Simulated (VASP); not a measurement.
Crystal: Fe2O3.

```
Fe O
1.0
     2.51900    1.45435    4.59067
    -2.51900    1.45435    4.59067
     0.00000   -2.90869    4.59067
Fe O
4 6
Direct
  0.35530 0.35530 0.35530
  0.14470 0.14470 0.14470
  0.64470 0.64470 0.64470
  0.85530 0.85530 0.85530
  0.55590 0.94410 0.25000
  0.25000 0.55590 0.94410
  0.94410 0.25000 0.55590
  0.44410 0.05590 0.75000
  0.75000 0.44410 0.05590
  0.05590 0.75000 0.44410
```

```yaml
Program: VASP 6.6.1
Task: relaxation of cell and atoms
Functional: PBE
Potentials_or_basis: VASP PAW PBE potentials, release 64 (Fe, O)
Cutoff: 600 eV
k_mesh: 9 × 9 × 9
Occupations: methfessel-paxton, width 0.1 eV
Spin: collinear spin, ferromagnetic start
Starting_moments: "[4.0, 4.0, 4.0, 4.0, 0.0, 0.0, 0.0, 0.0, 0.0, 0.0] μB"
Hubbard_terms: Fe d U = 5.3 eV
```

At the start: pressure 6.8 GPa; volume 10.09 Å³/atom.

Where does the relaxation end?

Over 10 steps the energy falls by 10.3 meV/atom and the volume is 10.43 Å³/atom (+3.3 %); space group R-3c (No. 167, to 0.05 Å); moment 20.00 μB per cell.

The path:
| step | energy change (eV) | largest force (eV/Å) | pressure (GPa) | volume (Å³) |
| --- | --- | --- | --- | --- |
| 1 | 0.0000 | 0.4158 | 6.82 | 100.91 |
| 2 | -0.0486 | 0.0846 | -5.26 | 107.31 |
| 3 | -0.0941 | 0.1996 | -0.69 | 104.60 |
| 4 | -0.0940 | 0.2034 | -0.45 | 104.52 |
| 5 | -0.1015 | 0.0795 | 0.01 | 104.20 |
| 6 | -0.1022 | 0.0311 | 0.27 | 104.08 |
| 7 | -0.1024 | 0.0117 | -0.18 | 104.32 |
| 8 | -0.1024 | 0.0143 | -0.08 | 104.29 |
| 9 | -0.1024 | 0.0133 | -0.15 | 104.30 |
| 10 | -0.1026 | 0.0062 | -0.06 | 104.28 |

Final structure:
```
Fe O
1.0
     2.55467    1.47494    4.61235
    -2.55467    1.47494    4.61235
     0.00000   -2.94988    4.61235
Fe O
4 6
Direct
  0.35328 0.35328 0.35328
  0.14672 0.14672 0.14672
  0.64672 0.64672 0.64672
  0.85328 0.85328 0.85328
  0.55406 0.94594 0.25000
  0.25000 0.55406 0.94594
  0.94594 0.25000 0.55406
  0.44594 0.05406 0.75000
  0.75000 0.44594 0.05406
  0.05406 0.75000 0.44594
```

Caveat: only a ferromagnetic start was run, and an antiferromagnetic order may lie lower in energy.
